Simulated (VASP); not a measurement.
Energy against volume of MgS (rock salt). Calculation: r2SCAN meta-GGA, VASP's PBE PAW potentials (set 64) (plane waves; VASP).

| V (Å³/atom) | E (eV/atom) |
|---|---|
| 16.441 | -7.73705 |
| 16.965 | -7.75090 |
| 17.490 | -7.75544 |
| 18.015 | -7.75196 |
| 18.539 | -7.74160 |

Problem. Fit a third-order Birch-Murnaghan equation of state.

Solution. 
```yaml
volume_per_atom: 17.51 Å^3/atom
bulk_modulus: 80.9 GPa
pressure_derivative_of_the_bulk_modulus: 4.06
lattice_constant_a: 9.814 bohr
```

Measured: bulk modulus 81.0 GPa at 0 K (computed value off by -0.1 %), a 5.188 Å at 0 K (computed value off by +0.1 %), as given by Tamar Goldzak et al., The Journal of Chemical Physics (2022), arXiv:2208.04865 [corrected for zero-point motion].

The compound is MgS in the rock salt structure. It was relaxed first.
